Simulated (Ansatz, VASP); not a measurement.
**Two plane-wave programs on CsAs**

```
Cs As
1.0
     3.81963    0.00000    0.00000
    -1.90981    3.30789    0.00000
     0.00000    0.00000    6.00097
Cs As
1 1
Direct
  0.00000 0.00000 0.54373
  0.66667 0.33333 0.95627
```

Alike in both runs: task relaxation of cell and atoms; functional PBE; k mesh 6 × 6 × 4; occupations gaussian, width 0.1 eV; no spin polarisation.

```csv
,VASP,Ansatz
version,VASP 6.6.1,Ansatz 0.2.0
potentials or method,"VASP PAW PBE potentials, release 64 (Cs_sv, As)","scalar-relativistic, plane waves, PAW"
plane-wave cutoff (eV),600,420
valence electrons in the cell,14,24
```

VASP gave:

| Quantity | Value |
| --- | --- |
| gap on the k mesh at the Fermi level, each at its own relaxed structure (eV) | none |
| relaxed volume (Å³/atom) | 35.80 |
| relaxed cell length with the largest relative difference (Å) | 3.717 |
| energy change over the relaxation (meV/atom) | -182 |

**Question.** Which values does Ansatz return?

**Answer.** gap on the k mesh at the Fermi level, each at its own relaxed structure (eV): none; relaxed volume (Å³/atom): 36.12; relaxed cell length with the largest relative difference (Å): 3.740; energy change over the relaxation (meV/atom): -180.

A gap of «none» marks a metal or a gap that the smearing closes. The two sets of potentials don't hold the same shells in valence.

The runs have no spin-orbit coupling, so splittings on Cs are missing.
